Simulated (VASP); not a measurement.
A run of VASP 6.6.1:

File POSCAR:

```
CdMo
1.0
    2.9196760000      0.0000000000      0.0000000000
    0.0000000000      2.9196760000      0.0000000000
    0.0000000000      0.0000000000      9.0023340000
Mo Cd
2 2
Direct
    0.0000000000      0.5000000000      0.6080000000
    0.5000000000      0.0000000000      0.3920000000
    0.0000000000      0.5000000000      0.1300000000
    0.5000000000      0.0000000000      0.8700000000
```

The input INCAR.step1:

```
ALGO = Normal ; EDIFF = 1E-5
ENCUT = 520 ; GGA = PE
ISIF = 2 ; ISMEAR = -1
LASPH = True ; LCHARG = False
LREAL = False ; LWAVE = True
NBANDS = 34 ; NELM = 80
PREC = Accurate ; SIGMA = 0.1
```

INCAR.step2

```
ALGO = Normal ; EDIFF = 1E-6
ENCUT = 520 ; GGA = PE
HFSCREEN = 0.2079 ; ISIF = 2
ISMEAR = -1 ; ISTART = 1
LASPH = True ; LCHARG = False
LHFCALC = True ; LREAL = False
LWAVE = False ; NBANDS = 34
NELM = 80 ; PREC = Accurate
PRECFOCK = Normal ; SIGMA = 0.1
```

The input KPOINTS:

```
k-points
0
Gamma
  4 4 1
```

Potentials or basis: VASP PAW PBE potentials, release 64 (Mo_sv, Cd).

Command:

```console
$ cat potpaw_PBE.64/Mo_sv/POTCAR potpaw_PBE.64/Cd/POTCAR > POTCAR
$ cp INCAR.step1 INCAR
$ mpirun -np 1 vasp_std > vasp.out
$ cp INCAR.step2 INCAR
$ mpirun -np 1 vasp_std > vasp.out
```

Hardware: 1 thread of AMD EPYC 7R43 64-Core Processor (Zen 3), on a shared host.

Q: Estimate the wall time of this run.

A: It took 23 min on 1 thread of AMD EPYC 7R43 64-Core Processor (Zen 3), with other jobs on the host, peak memory 0.27 GiB. Counts: scf iterations 12, k points 6.
